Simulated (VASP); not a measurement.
Input:

```yaml
crystal:
  lattice:
    - [0.00000, 2.66088, 2.66088]
    - [2.66088, 0.00000, 2.66088]
    - [2.66088, 2.66088, 0.00000]
  atoms:
    - { symbol: Ga, position: [0.00000, 0.00000, 0.00000] }
    - { symbol: P, position: [0.25000, 0.25000, 0.25000] }
```

Level of theory: PBE GGA with D4 dispersion, VASP's PBE PAW potentials (set 64) (plane waves; VASP). Numerical set-up: 520 eV cut-off, 8×8×8 Γ-centred mesh, Gaussian smearing of 0.050 eV, potentials Ga_d P.

Problem. Give the stress tensor in GPa (positive for a compressed cell).

Solution. 
```
6.06  0.00  0.00
0.00  6.06  0.00
0.00  0.00  6.06
```
The pressure is its mean diagonal, 6.06 GPa.

The compound is GaP in the zinc blende structure. This cell is one point of a volume scan, at 0.94 of the reference volume.
